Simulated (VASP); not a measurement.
Here is the system:

```yaml
crystal:
  lattice:
    - [2.97960, 0.00000, 0.00000]
    - [0.00000, 2.97960, 0.00000]
    - [0.00000, 0.00000, 2.97960]
  atoms:
    - { symbol: Zn, position: [0.50000, 0.50000, 0.50000] }
    - { symbol: Cu, position: [0.00000, 0.00000, 0.00000] }
```

These are r2SCAN meta-GGA, VASP's PBE PAW potentials (set 64) (plane waves; VASP 6.6.1) values and carry that method's errors. Settings: 520 eV cut-off, 12×12×12 Γ-centred mesh, first-order Methfessel-Paxton smearing of 0.10 eV, potentials Zn Cu.

### Question
Give the stress tensor in GPa (positive for a compressed cell).

### Answer

```
-6.30   0.00   0.00
 0.00  -6.30   0.00
 0.00   0.00  -6.30
```
The pressure is its mean diagonal, -6.30 GPa.

The compound is CuZn in the CsCl type structure. This cell is one point of a volume scan, at 1.06 of the reference volume. The electron count is odd and the run is not spin-polarised, which forces a metal.
